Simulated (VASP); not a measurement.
An input for Ansatz (written as the equivalent of a VASP run, and not itself run):

Ansatz 0.2 input:
```yaml
crystal:
  lattice:
    - [0.0000000, 2.7572383, 2.7572383]
    - [2.7572383, 0.0000000, 2.7572383]
    - [2.7572383, 2.7572383, 0.0000000]
  atoms:
    - { symbol: Rh, position: [0.0000000, 1.0000000, 1.0000000] }
    - { symbol: Se, position: [0.2500000, 0.2500000, 0.2500000] }
kpoints:
  mp_grid: { grid: [10, 10, 10] }
hamiltonian:
  xc: r2scan
  pseudopotentials: { kind: paw }
scf:
  occupations: { method: methfessel_paxton, width: 0.1 }
  max_iter: 100
relax:
  max_steps: 60
  f_tol: 0.01
  cell: {}
output: { forces: true, stress: true, eigenvalues: true }
```

Question: Translate this input to VASP (INCAR, KPOINTS, POSCAR, choice of POTCAR).

Answer: One answer among several that fit: 
### KPOINTS
```
Automatic mesh
0
Gamma
10 10 10
0 0 0
```

File POSCAR:
```
RhSe
1
    0.0000000000     2.7572383248     2.7572383248
    2.7572383248     0.0000000000     2.7572383248
    2.7572383248     2.7572383248     0.0000000000
Rh Se
1 1
Direct
  0.0000000000   1.0000000000   1.0000000000
  0.2500000000   0.2500000000   0.2500000000
```

**INCAR**
```
# general
SYSTEM   =  RhSe
PREC     =  Accurate
ENCUT    =  400
LREAL    =  .False.
LASPH    =  .True.

# electronic loop
EDIFF    =  1E-6
NELM     =  100
ALGO     =  Normal
LMAXMIX  =  4
LMIXTAU  =  .True.

# smearing
ISMEAR   =  1
SIGMA    =  0.1

# functional
METAGGA  =  R2SCAN

# ions
IBRION   =  2
NSW      =  60
ISIF     =  3
EDIFFG   =  -0.01

# output
LWAVE    =  .False.
LCHARG   =  .False.
```

POTCAR, in this order: Rh_pv Se (PBE.64 set). Program: vasp_std.

Limits of the translation: each code has its own PAW files, so the cut-off isn't converted (ENCUT is set for VASP's; basis.ecutwfc is left out, and Ansatz then takes the one that its files recommend); Ansatz stops its SCF on the density residual and VASP on the energy change (EDIFF).

The structure was generated: RhSe was put into the zinc blende type (F-43m), which need not be its known phase. This run relaxes it. Symmetry was kept, so distortions that lower it aren't found. The start is the result of an earlier pass.
